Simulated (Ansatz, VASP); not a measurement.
## Ga14Ge17O55 (amorphous 29Ga2O3-71GeO2 (mol %)): VASP beside Ansatz

Aim: how closely do two programs agree when they are given the same cell, functional and k mesh? The cell is taken from a series of runs on this material, whose earlier steps may have relaxed, scaled, displaced or heated it; both programs get it as it stands.

Main program and level: Ansatz 0.2.0; plane waves, with VASP 6.6.1 beside it; single point at PBE.

## 1. Starting point

The cell holds 86 atoms: 14 Ga, 17 Ge and 55 O. Its edges and angles: a = 10.123 Å, b = 10.123 Å, c = 10.123 Å, α = 90.0°, β = 90.0°, γ = 90.0°. As first built, before any earlier steps moved the atoms (in the runner's words): 86 atoms (14 Fe, 17 Ge, 55 O) placed at random at 4.72 g/cm^3, melted at 5000 K for 10 ps at fixed volume with the Morse and Coulomb pair potential with partial charges (Pedone, Malavasi, Menziani, Cormack and Segre, J. Phys. Chem. B 110, 11780 (2006)). Quenched from 5000 K to 300 K at 100 K/ps and fixed volume, held 5 ps, then minimised at fixed cell. Then Fe was replaced by Ga and the cell scaled by 1.006 (the potential has no terms for the new elements, so the cell is a start for a DFT relaxation). The cell carries charge −1.

## 2. Ansatz: single point, PBE

Ansatz runs on its PAW soft_1 files.

A single point gives forces, pressure and levels at one fixed geometry, so differences don't come from the geometry; what else differs is listed under the comparison.

Contents of input.yaml:

```yaml
crystal:
  lattice:
    - [10.12338, 0.0, 0.0]
    - [0.0, 10.12338, 0.0]
    - [0.0, 0.0, 10.12338]
  atoms:
    - { symbol: Ga, position: [0.73158, 0.18616, 0.20895] }
    - { symbol: Ga, position: [0.23972, 0.10257, 0.98184] }
    - { symbol: Ga, position: [0.56213, 0.01042, 0.39795] }
    - { symbol: Ga, position: [0.50667, 0.00829, 0.87737] }
    - { symbol: Ga, position: [0.71027, 0.87586, 0.12355] }
    - { symbol: Ga, position: [0.87079, 0.02081, 0.4407] }
    - { symbol: Ga, position: [0.31173, 0.55717, 0.20517] }
    - { symbol: Ga, position: [0.64985, 0.46345, 0.60994] }
    - { symbol: Ga, position: [0.02133, 0.14891, 0.20805] }
    - { symbol: Ga, position: [0.55361, 0.68386, 0.37416] }
    - { symbol: Ga, position: [0.87879, 0.04071, 0.92962] }
    - { symbol: Ga, position: [0.87086, 0.38507, 0.4318] }
    - { symbol: Ga, position: [0.47051, 0.30951, 0.04851] }
    - { symbol: Ga, position: [0.35414, 0.55545, 0.53621] }
    - { symbol: Ge, position: [0.17715, 0.28727, 0.47122] }
    - { symbol: Ge, position: [0.43682, 0.72892, 0.74736] }
    - { symbol: Ge, position: [0.70107, 0.63457, 0.87313] }
    - { symbol: Ge, position: [0.92042, 0.67914, 0.60723] }
    - { symbol: Ge, position: [0.08976, 0.08477, 0.68939] }
    - { symbol: Ge, position: [0.32412, 0.81442, 0.0769] }
    - { symbol: Ge, position: [0.49087, 0.35921, 0.35795] }
    - { symbol: Ge, position: [0.16621, 0.57239, 0.77755] }
    - { symbol: Ge, position: [0.18324, 0.818, 0.52741] }
    - { symbol: Ge, position: [0.28088, 0.01662, 0.29501] }
    - { symbol: Ge, position: [0.02495, 0.85102, 0.17333] }
    - { symbol: Ge, position: [0.79334, 0.34133, 0.94876] }
    - { symbol: Ge, position: [0.45612, 0.26972, 0.76024] }
    - { symbol: Ge, position: [0.76507, 0.16218, 0.68185] }
    - { symbol: Ge, position: [0.08916, 0.41309, 0.04652] }
    - { symbol: Ge, position: [0.81457, 0.60987, 0.19249] }
    - { symbol: Ge, position: [0.69817, 0.87659, 0.63775] }
    - { symbol: O, position: [0.36024, 0.13088, 0.81664] }
    - { symbol: O, position: [0.67034, 0.71893, 0.23328] }
    - { symbol: O, position: [0.23157, 0.48285, 0.64436] }
    - { symbol: O, position: [0.39817, 0.90682, 0.21179] }
    - { symbol: O, position: [0.94584, 0.7083, 0.2475] }
    - { symbol: O, position: [0.85724, 0.22653, 0.83133] }
    - { symbol: O, position: [0.7619, 0.72309, 0.72897] }
    - { symbol: O, position: [0.34396, 0.92525, 0.9418] }
    - { symbol: O, position: [0.40235, 0.66237, 0.09238] }
    - { symbol: O, position: [0.59149, 0.83199, 0.47689] }
    - { symbol: O, position: [0.15706, 0.0114, 0.14217] }
    - { symbol: O, position: [0.28396, 0.69174, 0.83249] }
    - { symbol: O, position: [0.85453, 0.84337, 0.54175] }
    - { symbol: O, position: [0.38522, 0.15733, 0.08666] }
    - { symbol: O, position: [0.15525, 0.76106, 0.0947] }
    - { symbol: O, position: [0.51279, 0.60126, 0.64078] }
    - { symbol: O, position: [0.87116, 0.16014, 0.08025] }
    - { symbol: O, position: [0.80451, 0.45594, 0.26771] }
    - { symbol: O, position: [0.07042, 0.68651, 0.51063] }
    - { symbol: O, position: [0.96364, 0.97794, 0.29018] }
    - { symbol: O, position: [0.89508, 0.89438, 0.05068] }
    - { symbol: O, position: [0.94301, 0.12015, 0.5918] }
    - { symbol: O, position: [0.20143, 0.20469, 0.62477] }
    - { symbol: O, position: [0.91538, 0.44253, 0.02491] }
    - { symbol: O, position: [0.79389, 0.99302, 0.76089] }
    - { symbol: O, position: [0.58821, 0.22003, 0.33183] }
    - { symbol: O, position: [0.58695, 0.4955, 0.42226] }
    - { symbol: O, position: [0.32436, 0.38027, 0.42411] }
    - { symbol: O, position: [0.33451, 0.75167, 0.58521] }
    - { symbol: O, position: [0.04846, 0.39703, 0.45835] }
    - { symbol: O, position: [0.12009, 0.24435, 0.07192] }
    - { symbol: O, position: [0.66182, 0.29885, 0.06325] }
    - { symbol: O, position: [0.64864, 0.9793, 0.98928] }
    - { symbol: O, position: [0.44853, 0.38768, 0.88762] }
    - { symbol: O, position: [0.76145, 0.31214, 0.57977] }
    - { symbol: O, position: [0.16553, 0.16507, 0.34056] }
    - { symbol: O, position: [0.69752, 0.04734, 0.53803] }
    - { symbol: O, position: [0.49397, 0.34509, 0.60969] }
    - { symbol: O, position: [0.52904, 0.8914, 0.72368] }
    - { symbol: O, position: [0.07267, 0.07289, 0.86531] }
    - { symbol: O, position: [0.16592, 0.4448, 0.89617] }
    - { symbol: O, position: [0.87322, 0.2075, 0.3386] }
    - { symbol: O, position: [0.13512, 0.92134, 0.6575] }
    - { symbol: O, position: [0.71869, 0.46293, 0.82855] }
    - { symbol: O, position: [0.18621, 0.882, 0.36773] }
    - { symbol: O, position: [0.60472, 0.16623, 0.77818] }
    - { symbol: O, position: [0.54215, 0.69571, 0.89108] }
    - { symbol: O, position: [0.00095, 0.6331, 0.76263] }
    - { symbol: O, position: [0.39289, 0.06471, 0.42354] }
    - { symbol: O, position: [0.14596, 0.49174, 0.18905] }
    - { symbol: O, position: [0.44493, 0.41924, 0.19591] }
    - { symbol: O, position: [0.37273, 0.6339, 0.36518] }
    - { symbol: O, position: [0.78248, 0.6663, 0.02271] }
    - { symbol: O, position: [0.69379, 0.00309, 0.26415] }
    - { symbol: O, position: [0.8176, 0.55102, 0.53855] }
total_charge: -1
kpoints:
  mp_grid: { grid: [1, 1, 1] }
hamiltonian:
  xc: pbe
  pseudopotentials: { kind: paw, azcp: { folder: soft_1 } }
scf:
  occupations: { method: fermi_dirac, width: 0.01 }
  lower_state_search: "off"
output:
  forces: true
  stress: true
  populations: true
  dos:
    method: { smearing: { sigma: 0.15 } }
    de: 0.1
    projected: { site_lists: { Ga: [Ga], Ge: [Ge], O: [O] } }
  eigenvalues: true
  write_density: true
  write_potential: true
  volumetric_format: npy
magnetization:
  spin_polarized: true
  initial_magnetization: 1
```

Command:

```
$ ansatz run input.yaml --threads 4 --pin off --max-ram 8192MiB --backend cpu --events-out ev --progress --plain --runs-dir out
```

Numbers of over 12 decimals in the logs are rounded to 6 here.

The program printed:

```text
Engine: ansatz 0.2.0, x86_64-unknown-linux-gnu
Pseudopotentials: kind: paw
Pseudopotential: Ga, paw, valence charge 13, recommended cutoff 420 eV (normal), soft_1/Ga.paw.azcp
Pseudopotential: Ge, paw, valence charge 14, recommended cutoff 420 eV (normal), soft_1/Ge.paw.azcp
Pseudopotential: O, paw, valence charge 6, recommended cutoff 420 eV (normal), soft_1/O.paw.azcp
Functional definition: PBE
  parameter kappa = 0.804
  parameter beta = 0.066725
  exchange = pbe_x(kappa = kappa, mu = beta*pi^2/3)
  correlation = pbe_c(beta = beta)
Crystal: 86 atoms, lattice volume = 1037.473 Å³
Basis set: ecut = 420 eV, 20341 PW (Γ), exchange–correlation on 144×144×144 points (8 copies of the dense FFT grid, shifted against one another)
Bands: 462, of which v1, the nominal top of the filled ones, is band 376 counted from 1 (375 counted from 0)
Symmetry: 1 space group operations
Space group: P1 (ITA 1), of the structure as read, at distance tolerance 1.0e-4 Å
Magnetic group: BNS 1.1 (UNI 1), of the structure as read, at distance tolerance 1.0e-4 Å
k-points: 1
Non-local potential: Ga, projectors of the file, l = 0: 2, l = 1: 2, l = 2: 3, l = 3: 1
Non-local potential: Ge, projectors of the file, l = 0: 2, l = 1: 2, l = 2: 3, l = 3: 1
Non-local potential: O, projectors of the file, l = 0: 2, l = 1: 2, l = 2: 1
PAW form: soft (Blöchl's): semilocal exchange-correlation on the pseudo side does not see the compensation charge
PAW one-centre angular grid: Ga, 590 points (default); XC on 64 Gauss nodes
PAW one-centre angular grid: Ge, 590 points (default); XC on 64 Gauss nodes
PAW one-centre angular grid: O, 110 points (default); XC on 64 Gauss nodes
Initial density: superposition of atomic densities (chi_scale 0.1, normalization cell, long waves kept (reshape's long-wave potential 0.60 eV rms))
Starting moments: Σ|m| = 1 μB on 86 of 86 sites
Initial wavefunctions: pseudopotential atomic-orbital guess
Functional: x = pbe(κ = 0.804, μ = 0.219515), c = pbe(β = 0.066725)
SCF iter   1: F=—  HF=-157195.147444 eV  |F-HF|=—  |Δ(HF+E_count)|=         —  Δρ=5.32e-2 (↑5.10e-2 ↓5.32e-2)  dr2=7.16e1  dr2_m=2.02e-2  M=1.000 μB ∫|m|=1.088 μB  β_m=1.00  ethr=3.10e-3  ⟨swp⟩=6.0  Hψ=3686  notcnv=0
preconditioner: auto → Resta (q_TF=auto, 2.585 Å⁻¹)  ε∞=3.4  [insulator: Δε(μ)=1.569 eV  Ē_g=20.221 eV  σ=0.010 eV  W_gap=1.00  n_scr=304 (ndim 8)  ℏωp=31.6 eV  f_vac=0.058  D(μ)=0.00/eV (n_scr^D=0)  ε∞_Penn≈3.4]
spin=Collinear: Resta preconditioning applied to the charge; magnetization (m = ρ↑ − ρ↓) channel mixes plain (no charge-response kernel on spin).
SCF iter   2: F=—  HF=-157181.961268 eV  |F-HF|=—  |Δ(HF+E_count)|=         —  Δρ=3.33e-2 (↑3.33e-2 ↓3.32e-2)  dr2=2.75e1  dr2_m=1.13e-3  M=0.702 μB ∫|m|=0.818 μB  β_m=0.30  ethr=3.10e-3  ⟨swp⟩=2.0  Hψ=1472  notcnv=0  defer=158
Mixer restart at iter 2: flushing history
SCF iter   3: F=—  HF=-157177.557195 eV  |F-HF|=—  |Δ(HF+E_count)|=    4.40e0  Δρ=2.31e-2 (↑2.31e-2 ↓2.30e-2)  dr2=1.29e1  dr2_m=8.39e-4  M=0.679 μB ∫|m|=0.793 μB  β_m=0.30  ethr=3.10e-3  ⟨swp⟩=2.0  Hψ=781  notcnv=0  defer=158
SCF iter   4: F=—  HF=-157173.885670 eV  |F-HF|=—  |Δ(HF+E_count)|=    3.67e0  Δρ=6.27e-3 (↑6.27e-3 ↓6.08e-3)  dr2=9.21e-1  dr2_m=9.60e-4  M=0.643 μB ∫|m|=0.754 μB  β_m=0.30  ethr=1.71e-3  ⟨swp⟩=4.0  Hψ=1128  notcnv=0  defer=158
SCF iter   5: F=—  HF=-157173.819344 eV  |F-HF|=—  |Δ(HF+E_count)|=   6.63e-2  Δρ=2.15e-3 (↑2.05e-3 ↓2.15e-3)  dr2=1.25e-1  dr2_m=5.72e-4  M=0.628 μB ∫|m|=0.737 μB  β_m=0.30  ethr=1.23e-4  ⟨swp⟩=2.0  Hψ=1550  notcnv=0  defer=164
SCF iter   6: F=—  HF=-157173.880764 eV  |F-HF|=—  |Δ(HF+E_count)|=   6.14e-2  Δρ=1.61e-3 (↑1.52e-3 ↓1.61e-3)  dr2=6.49e-2  dr2_m=3.17e-4  M=0.619 μB ∫|m|=0.726 μB  β_m=0.30  ethr=1.66e-5  ⟨swp⟩=2.0  Hψ=769  notcnv=0  defer=164
SCF iter   7: F=—  HF=-157173.939379 eV  |F-HF|=—  |Δ(HF+E_count)|=   5.86e-2  Δρ=4.77e-4 (↑4.05e-4 ↓4.77e-4)  dr2=6.23e-3  dr2_m=1.75e-4  M=0.607 μB ∫|m|=0.712 μB  β_m=0.30  ethr=8.64e-6  ⟨swp⟩=3.0  Hψ=1249  notcnv=0  defer=164
SCF iter   8: F=—  HF=-157173.941434 eV  |F-HF|=—  |Δ(HF+E_count)|=   2.06e-3  Δρ=2.44e-4 (↑2.44e-4 ↓2.34e-4)  dr2=1.77e-3  dr2_m=1.06e-4  M=0.597 μB ∫|m|=0.701 μB  β_m=0.30  ethr=8.30e-7  ⟨swp⟩=2.0  Hψ=1512  notcnv=0  defer=164
Mixer restart at iter 8: flushing history
spin-set hold released at iteration 8 (site moments contracting): the magnetisation degrees of freedom join the quasi-Newton model from the next iteration; the mixer history was flushed
SCF iter   9: F=—  HF=-157173.942537 eV  |F-HF|=—  |Δ(HF+E_count)|=   1.10e-3  Δρ=1.82e-4 (↑1.82e-4 ↓1.71e-4)  dr2=9.74e-4  dr2_m=6.58e-5  M=0.590 μB ∫|m|=0.693 μB  β_m=0.65  ethr=2.36e-7  ⟨swp⟩=2.0  Hψ=762  notcnv=0  defer=164
SCF iter  10: F=—  HF=-157173.944543 eV  |F-HF|=—  |Δ(HF+E_count)|=   2.01e-3  Δρ=5.72e-5 (↑5.72e-5 ↓4.61e-5)  dr2=8.91e-5  dr2_m=6.57e-6  M=0.560 μB ∫|m|=0.657 μB  β_m=0.80  ethr=1.30e-7  ⟨swp⟩=2.5  Hψ=1342  notcnv=0  defer=164
[...]
k-point 0 ↓: bands = [... 372 lower, 6.1177, 6.2995, 6.3400, 7.8373, 9.8945, 10.0893, 10.1141, 10.1610, ... 82 higher]
--- Löwdin populations: 86 sites ---
  site symbol       q [e]    m [muB]
     0     Ga     11.9475     0.0099
     1     Ga     11.9853     0.0127
     2     Ga     11.9467     0.0085
     3     Ga     11.9645     0.0100
     4     Ga     11.9561     0.0158
     5     Ga     11.9716     0.0163
     6     Ga     11.9280     0.0065
     7     Ga     11.9997     0.0133
     8     Ga     11.9729     0.0084
     9     Ga     11.9273     0.0158
    10     Ga     11.9639     0.0150
    11     Ga     11.9463     0.0116
    12     Ga     11.9652     0.0070
    13     Ga     11.9636     0.0054
    14     Ge     12.5308     0.0075
    15     Ge     12.5674     0.0093
    16     Ge     12.5475     0.0108
    17     Ge     12.5628     0.0085
    18     Ge     12.5387     0.0092
    19     Ge     12.5673     0.0036
    20     Ge     12.5463     0.0110
    21     Ge     12.5341     0.0052
    22     Ge     12.5420     0.0054
    23     Ge     12.5986     0.0075
[...]
78      O      6.6853     0.0026
    79      O      6.6895     0.0044
    80      O      6.6734     0.0028
    81      O      6.6723     0.0018
    82      O      6.6794     0.0037
    83      O      6.6492     0.0044
    84      O      6.6719     0.0019
    85      O      6.6702     0.0026
  spilling = 0.004528 (of n_electrons = 751.000000)
```

In the SCF lines HF is the Harris–Foulkes energy and dr2 the Hartree energy of the density residual, in eV; the loop may stop once dr2 is under the threshold and the program's other checks hold. Hψ counts applications of the Hamiltonian.

(Continued in part 2 of 2.)

[Lines on the potential files, build, host, timing and source positions are cut from VASP's logs without a mark.]

[Logs are printed without paths, hosts, clocks, repeated set-up lines and the standing remarks that a program may print on its own settings, such as how far it seeks lower states.]

[Hosts, paths, dates, database ids (printed as entryN), source tags and the programs' standing remarks are cut or masked in the printed files.]
